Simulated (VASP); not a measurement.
Consider the following.

```yaml
crystal:
  lattice:
    - [0.00053, 5.05117, 5.03688]
    - [5.05117, 0.00053, 5.03688]
    - [2.52585, 2.52585, 0.00000]
  atoms:
    - { symbol: Be, position: [0.98023, 0.98023, 0.03955] }
    - { symbol: Be, position: [0.98949, 0.52804, 0.98247] }
    - { symbol: Be, position: [0.52804, 0.98949, 0.98247] }
    - { symbol: Be, position: [0.50170, 0.50170, 0.99661] }
    - { symbol: Te, position: [0.12563, 0.12563, 0.24873] }
    - { symbol: S, position: [0.12400, 0.62523, 0.25077] }
    - { symbol: S, position: [0.62523, 0.12400, 0.25077] }
    - { symbol: S, position: [0.62568, 0.62568, 0.24865] }
```

The numbers are results of PBEsol GGA, VASP's PBE PAW potentials (set 64) (plane waves; VASP), not measurements. Settings: 400 eV cut-off, Gaussian smearing of 0.050 eV, potentials Be Te S.

Unless said otherwise, spin-orbit coupling is left out, though it shifts the bands of the heavy elements here.

Q: Give the energies of bands 7 to 20 at the high-symmetry points, in eV from the valence-band maximum.

A: 
```csv
band,Γ,Y,C0,Z,A0,T,S,R
7,-6.32,-4.79,-4.97,-5.73,-6.15,-6.38,-4.81,-6.21
8,-4.18,-4.54,-4.74,-5.59,-6.11,-6.34,-4.77,-5.88
9,-4.11,-3.92,-4.39,-5.12,-4.24,-4.17,-4.42,-4.62
10,-2.99,-3.55,-3.61,-4.95,-4.14,-4.08,-3.76,-4.52
11,-2.67,-3.51,-3.51,-4.92,-4.07,-4.00,-3.56,-4.43
12,-2.57,-3.50,-3.38,-4.72,-4.05,-3.99,-3.40,-3.79
13,-2.44,-3.19,-2.87,-4.48,-3.53,-3.02,-2.55,-3.64
14,-0.85,-3.04,-2.83,-3.77,-2.46,-2.24,-2.51,-3.39
15,-0.77,-2.21,-2.30,-3.07,-2.08,-1.73,-1.16,-3.08
16,0.00,-0.75,-0.61,-1.66,-1.98,-1.38,-0.38,-2.20
17,1.22,2.30,2.75,3.60,1.54,1.12,2.60,2.52
18,2.73,2.70,2.93,4.17,1.95,1.54,2.82,2.70
19,3.01,3.61,3.26,4.53,3.15,2.72,3.14,3.10
20,3.10,3.87,4.26,4.64,3.40,3.02,4.24,3.16
```

The gap is indirect, 1.12 eV, from the valence maximum at Γ to the conduction minimum at T.

The structure was generated: Be4S3Te was put into an ordered model structure (Amm2), which need not be its known phase. It was relaxed first.
